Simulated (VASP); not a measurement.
Consider the following.

```
B32N31
1.0
    7.24888     0.00000     0.00000
    0.00000     7.24888     0.00000
    0.00000     0.00000     7.24888
B N
32 31
Cartesian
  3.61804   7.24834   7.24689
  5.43733   1.82305   0.00178
  5.43718   0.00285   1.82120
  7.24269   7.23868   7.23670
  1.81748   1.81416   7.23155
  3.62832   3.60939   0.00232
  5.44679   5.43331   7.24661
  1.81748   7.23317   1.81296
  3.53208   1.85344   1.85252
  5.53362   3.57724   1.85301
  3.62783   0.00357   3.60831
  5.53269   1.85533   3.57437
  5.44619   7.24875   5.43116
  7.24709   3.61847   7.23143
  1.82181   5.44326   7.23720
  0.01354   1.81013   1.80831
  1.80298   3.62252   1.80941
  3.62787   5.42948   1.82174
  7.24663   7.23333   3.61720
  1.80274   1.81071   3.62124
  3.53045   3.58085   3.57948
  5.43689   5.42965   3.60806
  1.82141   7.23884   5.44175
  3.62758   1.82289   5.42803
  5.43687   3.60943   5.42770
  7.24748   5.44858   1.81270
  0.01291   3.62234   3.62091
  1.81727   5.44918   3.61764
  7.24688   1.81413   5.44699
  1.81750   3.61869   5.44796
  3.61804   5.43360   5.43218
  7.24278   5.44321   5.44130
  4.52545   0.94309   0.94172
  6.36459   2.70857   0.90147
  6.36425   0.90310   2.70645
  0.91526   0.89662   0.89505
  2.70116   2.72418   0.90223
  4.53945   4.48896   0.94215
  6.33877   6.34395   0.90359
  2.70089   0.90362   2.72300
  6.36419   4.52966   2.72270
  4.53906   0.94373   4.48720
  6.36373   2.72441   4.52757
  6.33816   0.90550   6.34243
  0.90106   4.53590   0.89530
  2.72595   6.33709   0.90416
  0.90812   2.71663   2.71508
  2.70038   4.53023   2.70758
  4.53244   6.34073   2.71509
  0.90063   0.89684   4.53446
  2.70051   2.70908   4.52872
  4.52514   4.48956   4.48788
  6.33813   6.33736   4.52560
  2.72603   0.90542   6.33567
  4.53241   2.71621   6.33940
  6.33847   4.52722   6.33530
  0.90782   6.34092   2.71546
  0.91500   4.53612   4.53472
  2.72613   6.34477   4.52627
  0.90766   2.71673   6.33935
  2.72652   4.52735   6.34347
  4.53232   6.34082   6.33925
  0.90777   6.34075   6.33905
```
Cell charge -1.

Computed with HSE06 screened hybrid, VASP's PBE PAW potentials (set 64) (plane waves; VASP 6.6.1). Run with PREC = Normal, LREAL = Auto, ISYM = 0, NELECT = 252.0, EDIFF = 1E-5, 400 eV cut-off, 1×1×1 Γ-centred mesh, Gaussian smearing of 0.050 eV, potentials B N. Starting moments (MAGMOM): 63*0.0317. The cell's moment is fixed (NUPDOWN = 2).

The cell is charged, with a uniform compensating background. The supercell is sampled at Γ alone, which is coarse: total energies, pressure and levels can be off, energies of defects by several tenths of an eV.

### Question
Predict the cell moment, energy per atom (σ→0).

### Answer

The cell moment comes out as 2.00 μB and the energy per atom (σ→0) comes out as -950.5 kJ/mol of atoms.

### Question
Give the moment on each site (PAW-sphere projection).

### Answer

```csv
site,moment (μB)
B1,0.01
B2,0.01
B3,0.01
B4,0.01
B5,0.01
B6,0.01
B7,0.01
B8,0.01
B9,0.12
B10,0.13
B11,0.01
B12,0.12
B13,0.01
B14,0.01
B15,0.01
B16,0.01
B17,0.01
B18,0.01
B19,0.01
B20,0.01
B21,0.13
B22,0.01
B23,0.01
B24,0.01
B25,0.01
B26,0.01
B27,0.01
B28,0.01
B29,0.01
B30,0.01
B31,0.01
B32,0.01
N33,0.01
N34,0.01
N35,0.01
N36,0.01
N37,0.01
N38,0.01
N39,0.00
N40,0.01
N41,0.01
N42,0.01
N43,0.01
N44,0.00
N45,0.01
N46,0.00
N47,0.00
N48,0.01
N49,-0.01
N50,0.01
N51,0.01
N52,0.01
N53,0.00
N54,0.00
N55,-0.01
N56,0.00
N57,0.01
N58,0.01
N59,0.00
N60,0.01
N61,0.00
N62,-0.01
N63,-0.01
```

The cell is a supercell with a defect, built from BN (zinc blende): vac_N, charge -1. The cell's shape comes from a PBE relaxation.
